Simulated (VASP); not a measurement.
Method: LDA (Ceperley-Alder, Perdew-Zunger), VASP's LDA PAW potentials (set 64) (plane waves; VASP 6.6.1).

Input for VASP

**INCAR**
```
ALGO  =  Normal
EDIFF  =  1E-6
EDIFFG  =  -0.02
ENCUT  =  620
IBRION  =  2
ISIF  =  3
ISMEAR  =  0
LASPH  =  .TRUE.
LCHARG  =  .FALSE.
LREAL  =  .FALSE.
LWAVE  =  .FALSE.
NELM  =  100
NSW  =  40
PREC  =  Accurate
PSTRESS  =  200
SIGMA  =  0.05
SYSTEM  =  CaO
```

POSCAR:
```
CaO
1
    0.0000000000     2.3068910375     2.3068910375
    2.3068910375     0.0000000000     2.3068910375
    2.3068910375     2.3068910375     0.0000000000
Ca O
1 1
Direct
  0.0000000000   0.0000000000   0.0000000000
  0.5000000000   0.5000000000   0.5000000000
```

File KPOINTS:
```
K-points
0
Gamma
10 10 10
0 0 0
```

POTCAR, in this order: Ca_sv O (LDA.64 set). Program: vasp_std.

Problem. What will the output report for the number of irreducible k-points (NKPTS), largest plane-wave count, number of space-group operations, FFT grid (NGX, NGY, NGZ)?

Solution. 
| Property | Value |
|---|---|
| number of irreducible k-points (NKPTS) | 47 |
| largest plane-wave count | 889 |
| number of space-group operations | 48 |
| FFT grid (NGX, NGY, NGZ) | 28 × 28 × 28 |

The compound is CaO in the rock salt structure. This run relaxes it under an external pressure of 20 GPa. Symmetry was kept, so distortions that lower it aren't found.
